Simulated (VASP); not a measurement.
Here is the system:

```yaml
crystal:
  lattice:
    - [-1.64360, 1.64360, 1.64360]
    - [1.64360, -1.64360, 1.64360]
    - [1.64360, 1.64360, -1.64360]
  atoms:
    - { symbol: Ga, position: [0.00000, 0.00000, 0.00000] }
```

Level of theory: PBEsol GGA, VASP's PBE PAW potentials (set 64) (plane waves; VASP 6.6.1). Numerical set-up: 400 eV cut-off, Gaussian smearing of 0.050 eV, potentials Ga_d.

Q: Estimate the band gap (along the path) with the smallest direct gap where there is one.

A: 
```json
{
 "band gap (along the path)": "none (metal, semimetal or under 0.01 eV)"
}
```

The structure was generated: Ga was put into the bcc type (Im-3m), which need not be its known phase. It was relaxed first, which changed the volume by -6 %.
